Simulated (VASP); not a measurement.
```
Rb
1.0
   -2.92889     2.92889     2.92889
    2.92889    -2.92889     2.92889
    2.92889     2.92889    -2.92889
Rb
1
Direct
  0.00000   0.00000   0.00000
```

Computed with RPBE GGA, VASP's PBE PAW potentials (set 64) (plane waves; VASP 6.6.1). Settings: 520 eV cut-off, 10×10×10 Γ-centred mesh, tetrahedra with Blöchl corrections, potentials Rb_sv.

Q: Tabulate the total density of states (states/eV per cell) against energy (eV; zero at the valence-band maximum or, without a gap, the Fermi level).

A: 
| E (eV) | DOS (states/eV) |
|---|---|
| -9.99 | 0.00 |
| -9.69 | 0.00 |
| -9.28 | 0.00 |
| -8.97 | 0.00 |
| -8.57 | 0.00 |
| -8.26 | 0.00 |
| -7.96 | 0.00 |
| -7.55 | 0.00 |
| -7.25 | 0.00 |
| -6.94 | 0.00 |
| -6.54 | 0.00 |
| -6.23 | 0.00 |
| -5.83 | 0.00 |
| -5.52 | 0.00 |
| -5.22 | 0.00 |
| -4.81 | 0.00 |
| -4.51 | 0.00 |
| -4.10 | 0.00 |
| -3.80 | 0.00 |
| -3.49 | 0.00 |
| -3.08 | 0.00 |
| -2.78 | 0.00 |
| -2.48 | 0.00 |
| -2.07 | 0.00 |
| -1.77 | 0.11 |
| -1.36 | 0.37 |
| -1.05 | 0.50 |
| -0.75 | 0.62 |
| -0.34 | 0.78 |
| -0.04 | 0.97 |
| 0.37 | 1.15 |
| 0.67 | 0.90 |
| 0.98 | 1.78 |
| 1.38 | 1.63 |
| 1.69 | 1.60 |
| 1.99 | 1.64 |
| 2.40 | 2.25 |
| 2.70 | 1.89 |
| 3.11 | 1.73 |
| 3.41 | 1.44 |
Within 2 eV below the Fermi level the largest weight inside VASP's projection spheres is Rb s, then Rb p.

The compound is Rb in the bcc structure. It was relaxed first, which changed the volume by +11 %.
